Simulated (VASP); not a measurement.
An input for Quantum ESPRESSO's pw.x (written as the equivalent of a VASP run, and not itself run):

```
&CONTROL
  calculation = 'scf'
  pseudo_dir = './pseudo'
  outdir = './out'
  tprnfor = .true.
  tstress = .true.
/
&SYSTEM
  ibrav = 0
  nat = 3
  ntyp = 2
  ecutwfc = 102
  occupations = 'tetrahedra'
  input_dft = 'vdw-df-ob86'
/
&ELECTRONS
  conv_thr = 7.3e-09
  electron_maxstep = 100
/
ATOMIC_SPECIES
  Cd 112.414 Cd.upf
  F 18.998 F.upf
CELL_PARAMETERS angstrom
     0.0000000    2.7151323    2.7151323
     2.7151323    0.0000000    2.7151323
     2.7151323    2.7151323    0.0000000
ATOMIC_POSITIONS crystal
  Cd   0.0000000  0.0000000  0.0000000
  F    0.2500000  0.2500000  0.2500000
  F    0.7500000  0.7500000  0.7500000
K_POINTS automatic
  8 8 8 0 0 0
```

Task: Write the VASP files for the same calculation (optB86b-vdW).

Result: Several could match; the one computed here: 
KPOINTS:
```
Automatic mesh
0
Gamma
8 8 8
0 0 0
```

INCAR:
```
SYSTEM=CdF2
PREC=Accurate; ENCUT=520; LREAL=.FALSE.
LASPH=.TRUE.
EDIFF=1E-7; NELM=100; ALGO=Normal
LMAXMIX=4
ISMEAR=-5
GGA=MK; LUSE_VDW=.TRUE.; AGGAC=0.0
PARAM1=0.1234; PARAM2=1.0
ISIF=2
LWAVE=.FALSE.; LCHARG=.TRUE.; LORBIT=11
NEDOS=601
LEFG=.TRUE.
```

### POSCAR
```
CdF2
1
    0.0000000000     2.7151323048     2.7151323048
    2.7151323048     0.0000000000     2.7151323048
    2.7151323048     2.7151323048     0.0000000000
Cd F
1 2
Direct
  0.0000000000   0.0000000000   0.0000000000
  0.2500000000   0.2500000000   0.2500000000
  0.7500000000   0.7500000000   0.7500000000
```

POTCAR, in this order: Cd F (PBE.64 set). Program: vasp_std.

What does not carry over: the potentials are each code's own (VASP's PAW set, PseudoDojo norm-conserving files in pw.x), so ENCUT and ecutwfc are chosen apart and not converted; conv_thr bounds pw.x's estimated SCF error, while EDIFF bounds the energy change between steps; the field gradients of LEFG aren't asked of the other code.

The compound is CdF2 in the fluorite structure. It was relaxed first.
